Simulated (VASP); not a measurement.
Here is the system:

```xyz
8
Lattice="4.6893 0.0000 0.0000 0.0000 4.6893 0.0000 0.0000 0.0000 4.6893" Properties=species:S:1:pos:R:3 pbc="T T T"
Mg     0.0000     0.0000     0.0000
O      2.3447     2.3447     2.3447
O      0.0000     0.0000     2.3447
O      0.0000     2.3447     0.0000
O      2.3447     0.0000     0.0000
Cd     2.3447     2.3447     0.0000
Cd     2.3447     0.0000     2.3447
Cd     0.0000     2.3447     2.3447
```

Calculation: PBE GGA, VASP's PBE PAW potentials (set 64) (plane waves; VASP). Numerical set-up: 500 eV cut-off, Gaussian smearing of 0.050 eV, potentials Mg O Cd.

Problem. What does the run give for the band gap (along the path) with the smallest direct gap where there is one?

Solution. 
```
Property                                                     Result
-------------------------  ----------------------------------------
band gap (along the path)  none (metal, semimetal or under 0.01 eV)
```

Only differences to runs with the same potentials and settings are physical.

The structure was generated: Cd3MgO4 was put into an ordered model structure (Pm-3m), which need not be its known phase. It was relaxed first, which changed the volume by +8 %.
